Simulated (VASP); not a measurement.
Write the native input for VASP 6.6.1 that does the following.

| Item | Value |
| --- | --- |
| Task | single point |
| Functional | LDA |
| Potentials or basis | VASP PAW LDA potentials, release 64 (K_sv, Ca_sv, F) |
| Cutoff | 520 eV |
| k mesh | 4 × 4 × 4 |
| Occupations | gaussian, width 0.1 eV |
| Spin | no spin polarisation |
| Dipole correction | no |
| Further INCAR settings | ALGO = Normal; EDIFF = 1e-07; NBANDS = 28 |

The structure of KCaF3 lies in POSCAR:

```
KCaF3
1.0
    4.4817260000      0.0000000000      0.0000000000
    0.0000000000      4.4817260000      0.0000000000
    0.0000000000      0.0000000000      4.4817260000
K Ca F
1 1 3
Direct
    0.5000000000      0.5000000000      0.5000000000
    0.0000000000      0.0000000000      0.0000000000
    0.0000000000      0.5000000000      0.0000000000
    0.0000000000      0.0000000000      0.5000000000
    0.5000000000      0.0000000000      0.0000000000
```

The cell comes from a database or a generator and needn't be the stable form of this composition.

These files were run (other wordings do the same):

INCAR

```
ALGO = Normal
EDIFF = 1E-7
ENCUT = 520
GGA = CA
ISIF = 2
ISMEAR = 0
LASPH = True
LCHARG = False
LREAL = False
LWAVE = False
NBANDS = 28
NELM = 60
PREC = Accurate
SIGMA = 0.1
```

KPOINTS

```
k-points
0
Gamma
  4 4 4
```

Potentials or basis: VASP PAW LDA potentials, release 64 (K_sv, Ca_sv, F).

Run with:

```bash
$ cat potpaw_LDA.64/K_sv/POTCAR potpaw_LDA.64/Ca_sv/POTCAR potpaw_LDA.64/F/POTCAR > POTCAR
$ mpirun -np 1 vasp_std > vasp.out
```

It gave:

The pressure is -5.1 GPa and the band gap on the k mesh is 5.79 eV, indirect (least direct gap 5.97 eV).

Wall time 37 s on 1 thread of Intel(R) Xeon(R) Platinum 8488C (Sapphire Rapids), with other jobs on the host, peak memory 0.18 GiB.
